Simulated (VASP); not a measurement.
# AgB2 (P6/mmm) in VASP: a series of runs

Runs on AgB2. Level: r2SCAN. Tasks: single point.

All numbers are computed with VASP 6.6.1; they aren't measurements. Logs are shortened: lines on timing, memory, paths and dates and some standing lists are left out, and cuts for length are marked.

## (1) The crystal as given

Symmetry: P6/mmm, No. 191, hexagonal system. Conventional cell: a = 3.000 Å, b = 3.000 Å, c = 3.240 Å, α = 90.00°, β = 90.00°, γ = 120.00°. Ag (site symmetry 6/mmm) is surrounded by 12 B at 2.37 Å. B (site symmetry -6m2) is surrounded by 3 B at 1.73 Å.

## (2) Single point, r2SCAN

File INCAR:

```
SYSTEM = AgB2
PREC = Low
ENCUT = 520
EDIFF = 1E-6
ISMEAR = 0
SIGMA = 0.05
LREAL = .False.
LASPH = .True.
NELM = 100
ALGO = Normal
ISIF = 2
LWAVE = .False.
LCHARG = .False.
METAGGA = R2SCAN
LMIXTAU = .True.
ADDGRID = .False.
```

File KPOINTS:

```
regular mesh
0
Gamma
  6 6 5
  0 0 0
```

File POSCAR:

```
AgB2
1.0
    3.0000000000      0.0000000000      0.0000000000
   -1.5000000000      2.5980762114      0.0000000000
    0.0000000000      0.0000000000      3.2400000000
Ag B
1 2
Direct
    0.0000000000      0.0000000000      0.0000000000
    0.6666666667      0.3333333333      0.5000000000
    0.3333333333      0.6666666667      0.5000000000
```

Potentials or basis: VASP PAW PBE potentials, release 64 (Ag, B).

Run with:

```
> cat potpaw_PBE.64/Ag/POTCAR potpaw_PBE.64/B/POTCAR > POTCAR
> mpirun -np 1 vasp_std > vasp.out
```

OUTCAR:

```text
SYSTEM = AgB2
   PREC = Low
   ENCUT = 520
   EDIFF = 1E-6
   ISMEAR = 0
   LREAL = .False.
   LASPH = .True.
   NELM = 100
   ISIF = 2
   METAGGA = R2SCAN

 Found     21 irreducible k-points:

 Following reciprocal coordinates:
            Coordinates               Weight
  0.000000  0.000000  0.000000      1.000000
  0.166667 -0.000000  0.000000      6.000000
  0.333333  0.000000  0.000000      6.000000
  0.500000 -0.000000  0.000000      3.000000
  0.166667  0.166667  0.000000      6.000000
  0.333333  0.166667  0.000000     12.000000
   k-points           NKPTS =     21   k-points in BZ     NKDIM =     21   number of bands    NBANDS=     12
   number of dos      NEDOS =    301   number of ions     NIONS =      3
   total plane-waves  NPLWV =   5832
   dimension x,y,z NGX =    18 NGY =   18 NGZ =   18
   dimension x,y,z NGXF=    18 NGYF=   18 NGZF=   18
   ions per type =               1   2
   NGX,Y,Z   is equivalent  to a cutoff of   9.97,  9.97,  9.24 a.u.
   NGXF,Y,Z  is equivalent  to a cutoff of   9.97,  9.97,  9.24 a.u.
 SYSTEM =  AgB2
   PREC   = low       normal or accurate (medium, high low for compatibility)
   ISTART =      0    job   : 0-new  1-cont  2-samecut
   ICHARG =      2    charge: 1-file 2-atom 10-const
   ISPIN  =      1    spin polarized calculation?
   LNONCOLLINEAR =      F non collinear calculations
   LSORBIT =      F    spin-orbit coupling
   LASPH  =      T    aspherical Exc in radial PAW
   ENCUT  =  520.0 eV  38.22 Ry    6.18 a.u.   5.58  5.58  6.02*2*pi/ulx,y,z
   NELM   =    100;   NELMIN=  2; NELMDL= -5     # of ELM steps
   EDIFF  = 0.1E-05   stopping-criterion for ELM
   LREAL  =      F    real-space projection
   EDIFFG = 0.1E-04   stopping-criterion for IOM
   NSW    =      0    number of steps for IOM
   IBRION =     -1    ionic relax: 0-MD 1-quasi-New 2-CG
   NFREE  =      0    steps in history (QN), initial steepest desc. (CG)
   ISIF   =      2    stress and relaxation
   ISYM   =      2    0-nonsym 1-usesym 2-fastsym
   POTIM  = 0.5000    time-step for ionic-motion
   TEBEG  =    0.0;   TEEND  =   0.0 temperature during run
   PSTRESS=    0.0 pullay stress
   NELECT =      17.0000    total number of electrons
   NUPDOWN=      -1.0000    fix difference up-down
   EMIN   =  10.00;   EMAX   =-10.00  energy-range for DOS
   EFERMI =   0.00;   METHOD = LEGACY
   ISMEAR =     0;   SIGMA  =   0.05  broadening in eV -4-tet -1-fermi 0-gaus
   EFERMI_NEDOS =   21; number of points for ismear=-14 and -15
   IALGO  =     38    algorithm
   IMIX   =      4    mixing-type and parameters
     AMIX     =   0.40;   BMIX     =  1.00
     AMIX_MAG =   1.60;   BMIX_MAG =  1.00
  volume/ion in A,a.u.               =       8.42        56.81
  Fermi-wavevector in a.u.,A,eV,Ry     =   1.434779  2.711340 28.008838  2.058591
  Thomas-Fermi vector in A             =   2.554150
   LORBIT       =      0    0 simple, 1 ext, 2 COOP (PROOUT), +10 PAW based schemes
   METAGGA = R2SCAN    functional components
   LHFCALC =     F    Hartree Fock is set to
   AEXX    =    0.0000 exact exchange contribution
   IVDW    =     0    specifies the selected vdW correction
   LEPSILON=     F    determine dielectric tensor
   LRPA    =     F    only Hartree local field effects (RPA)
 non-spin polarized calculation
 Gauss-broadening in eV      SIGMA  =   0.05
  energy-cutoff  :      520.00
  volume of cell :       25.25
 maximum number of plane-waves:       697
   NGX = 11   NGY = 11   NGZ = 13

 number of electron      16.9999909 magnetization

 Free energy of the ion-electron system (eV)
  ---------------------------------------------------
  ext. energy  EPLUGINS =         0.00000000
  ---------------------------------------------------
  free energy    TOTEN  =       -33.16351848 eV

  energy without entropy =      -33.16008081  energy(sigma->0) =      -33.16179964

 E-fermi :  10.6912     XC(G=0): -14.2505

 val. band max:       10.6666955567   @ k =   0.1667  -0.0000   0.4000
 cond. band min:      10.7030446325   @ k =   0.5000  -0.0000   0.4000
 fundamental gap:      0.0363490758
 Fermi energy:        10.6911601423

 k-point     1 :       0.0000    0.0000    0.0000
  band No.  band energies     occupation
      1      -4.4471      2.00000
      2       3.2978      2.00000
      3       3.7395      2.00000
      4       3.7400      2.00000
      5       5.3673      2.00000
      6       5.3675      2.00000
      7       7.3724      2.00000
      8      11.8006      0.00000
      9      11.8008      0.00000
     10      16.5999      0.00000
     11      16.5999      0.00000
     12      16.7569      0.00000

 k-point     2 :       0.1667   -0.0000    0.0000
  band No.  band energies     occupation
      1      -3.8882      2.00000
      2       3.2817      2.00000
      3       3.5157      2.00000
      4       4.1002      2.00000
      5       4.3373      2.00000
      6       5.2876      2.00000
      7       9.0716      2.00000
      8       9.7220      2.00000
      9      10.2654      2.00000
     10      16.4691      0.00000
     11      17.6949      0.00000
     12      19.1190      0.00000

 k-point     3 :       0.3333    0.0000    0.0000
  band No.  band energies     occupation
      1      -2.3159      2.00000
      2       2.0921      2.00000
      3       3.3731      2.00000
      4       3.5671      2.00000
      5       5.0317      2.00000
      6       5.1317      2.00000
      7       7.5083      2.00000
      8       8.2873      2.00000
      9      11.8107      0.00000
     10      16.6992      0.00000
     11      17.0844      0.00000
     12      17.9652      0.00000

 k-point     4 :       0.5000   -0.0000    0.0000
  band No.  band energies     occupation
      1      -0.3469      2.00000
      2       0.2860      2.00000
      3       3.0484      2.00000
      4       3.2601      2.00000
      5       5.0556      2.00000
      6       5.8763      2.00000
      7       7.1526      2.00000
      8       7.1592      2.00000
      9      13.9077      0.00000
     10      15.2801      0.00000
     11      17.3398      0.00000
     12      17.4431      0.00000

 k-point     5 :       0.1667    0.1667    0.0000
  band No.  band energies     occupation
      1      -2.8175      2.00000
      2       2.6000      2.00000
      3       3.6485      2.00000
      4       3.6548      2.00000
      5       4.6578      2.00000
      6       5.0277      2.00000
      7       8.1060      2.00000
      8       8.2828      2.00000
      9      11.1429      0.00000
     10      17.0163      0.00000
     11      17.8543      0.00000
     12      19.2333      0.00000

 k-point     6 :       0.3333    0.1667    0.0000
  band No.  band energies     occupation
      1      -0.8809      2.00000
      2       1.3385      2.00000
      3       3.0571      2.00000
      4       3.2990      2.00000
      5       4.6636      2.00000
      6       5.5249      2.00000
      7       6.7566      2.00000
      8       7.1407      2.00000
      9      13.8145      0.00000
     10      16.0267      0.00000
     11      17.7580      0.00000
     12      19.2598      0.00000

 [... further k-points ...]
[... 5 lines left out ...]
  --------------------------------------------------------------------------------------
  -------------------------------------------------------------------------------------
  Total        6.6659739      6.6659739     12.0374470      0.0000000     -0.0000000      0.0000000
  in kB      422.9178708    422.9178708    763.7070871      0.0000000     -0.0000000      0.0000000
  external PRESSURE =     536.5142762 kB  Pullay stress =       0.0000000 kB

 VOLUME and BASIS-vectors are now :
 -----------------------------------------------------------------------------
  energy-cutoff  :      520.00
  volume of cell :       25.25
      direct lattice vectors                 reciprocal lattice vectors
     3.000000000  0.000000000  0.000000000     0.333333333  0.192450090  0.000000000
    -1.500000000  2.598076211  0.000000000     0.000000000  0.384900179  0.000000000
     0.000000000  0.000000000  3.240000000     0.000000000  0.000000000  0.308641975

 POSITION                                       TOTAL-FORCE (eV/Angst)
 -----------------------------------------------------------------------------------
      0.00000      0.00000      0.00000        -0.000000      0.000000     -0.000000
      1.50000      0.86603      1.62000         0.000000      0.000000      0.000000
     -0.00000      1.73205      1.62000        -0.000000     -0.000000     -0.000000
 -----------------------------------------------------------------------------------
    total drift:                                0.000000      0.000000     -0.000000

  FREE ENERGIE OF THE ION-ELECTRON SYSTEM (eV)
  ---------------------------------------------------
  free  energy   TOTEN  =       -33.1635184758 eV

  energy  without entropy=      -33.1600808141  energy(sigma->0) =      -33.16179964
```

Run time: 10 s. Hardware: 1 thread of Intel Xeon 6975P-C (Granite Rapids), shared host; peak memory 0.11 GiB.

The run converged, but some of its settings lie outside the range that counts as converged, so its numbers aren't taken as properties of the crystal.

Results:

| Property | Result |
| --- | --- |
| Free energy | -33.1635 eV |
| Pressure | 53.7 GPa |
| Band gap on the k mesh | none (metal or under the smearing width) |

Caveat: the k mesh is coarse (spacing up to 0.40 Å⁻¹), so the values aren't converged; a pressure of tens of GPa on the cell as given is suspect, and the run, the potentials or the cell itself is likely at fault; the PAW data sets were made with another functional, which shifts forces and pressure a little.

## (3) Single point, r2SCAN

INCAR is that of step 2.

KPOINTS is that of step 2.

File POSCAR:

```
AgB2
1.0
    3.0000000000      0.0000000000      0.0000000000
   -1.5000000000      2.5980762114      0.0000000000
    0.0000000000      0.0000000000      3.2400000000
Ag B
1 2
Direct
    0.0172000000      0.0014340000     -0.0107780000
    0.6537670000      0.3220700000      0.4709270000
    0.3421410000      0.7037590000      0.5156140000
```

Potentials or basis: VASP PAW PBE potentials, release 64 (Ag, B).

Run with:

```
> cat potpaw_PBE.64/Ag/POTCAR potpaw_PBE.64/B/POTCAR > POTCAR
> mpirun -np 1 vasp_std > vasp.out
```

It took 28 s on 1 thread of Intel Xeon 6975P-C (Granite Rapids), shared host; peak memory 0.13 GiB.

These settings aren't checked as converged: the numbers below hold their error.

What came out:

| Item | Value |
| --- | --- |
| Free energy | -32.9778 eV |
| Pressure | 56.9 GPa |
| Largest force | 2.254 eV/Å |
| Band gap on the k mesh | none (metal or under the smearing width) |

Caveat: the k mesh is coarse (spacing up to 0.40 Å⁻¹), so the values aren't converged; the PAW data sets were made with another functional, which shifts forces and pressure a little.

## (4) Single point, r2SCAN

INCAR, as its differences from that of step 3:

```diff
@@ -1,3 +1,3 @@
 SYSTEM = AgB2
-PREC = Low
+PREC = Normal
 ENCUT = 520
```

KPOINTS is that of step 3.

File POSCAR:

```
AgB2
1.0
    3.0000000000      0.0000000000      0.0000000000
   -1.5000000000      2.5980762114      0.0000000000
    0.0000000000      0.0000000000      3.2400000000
Ag B
1 2
Direct
    0.0000000000      0.0000000000      0.0000000000
    0.6666666667      0.3333333333      0.5000000000
    0.3333333333      0.6666666667      0.5000000000
```

Run with:

```
> cat potpaw_PBE.64/Ag/POTCAR potpaw_PBE.64/B/POTCAR > POTCAR
> mpirun -np 1 vasp_std > vasp.out
```

It took 11 s on 1 thread of Intel Xeon 6975P-C (Granite Rapids), shared host; peak memory 0.12 GiB.

These settings aren't checked as converged: the numbers below hold their error.

What came out:

```yaml
Free_energy: -33.1666 eV
Pressure: 53.7 GPa
Band_gap_on_the_k_mesh: none (metal or under the smearing width)
```

Caveat: the k mesh is coarse (spacing up to 0.40 Å⁻¹), so the values aren't converged; a pressure of tens of GPa on the cell as given is suspect, and the run, the potentials or the cell itself is likely at fault; the PAW data sets were made with another functional, which shifts forces and pressure a little.

## (5) Single point, r2SCAN

INCAR is that of step 4.

KPOINTS is that of step 4.

File POSCAR:

```
AgB2
1.0
    3.0000000000      0.0000000000      0.0000000000
   -1.5000000000      2.5980762114      0.0000000000
    0.0000000000      0.0000000000      3.2400000000
Ag B
1 2
Direct
    0.0172000000      0.0014340000     -0.0107780000
    0.6537670000      0.3220700000      0.4709270000
    0.3421410000      0.7037590000      0.5156140000
```

Run with:

```
> cat potpaw_PBE.64/Ag/POTCAR potpaw_PBE.64/B/POTCAR > POTCAR
> mpirun -np 1 vasp_std > vasp.out
```

It took 30 s on 1 thread of Intel Xeon 6975P-C (Granite Rapids), shared host; peak memory 0.14 GiB.

The run converged, but some of its settings lie outside the range that counts as converged, so its numbers aren't taken as properties of the crystal.

Results:

```yaml
Free_energy: -32.9786 eV
Pressure: 56.9 GPa
Largest_force: 2.263 eV/Å
Band_gap_on_the_k_mesh: none (metal or under the smearing width)
```

Caveat: the k mesh is coarse (spacing up to 0.40 Å⁻¹), so the values aren't converged; the PAW data sets were made with another functional, which shifts forces and pressure a little.
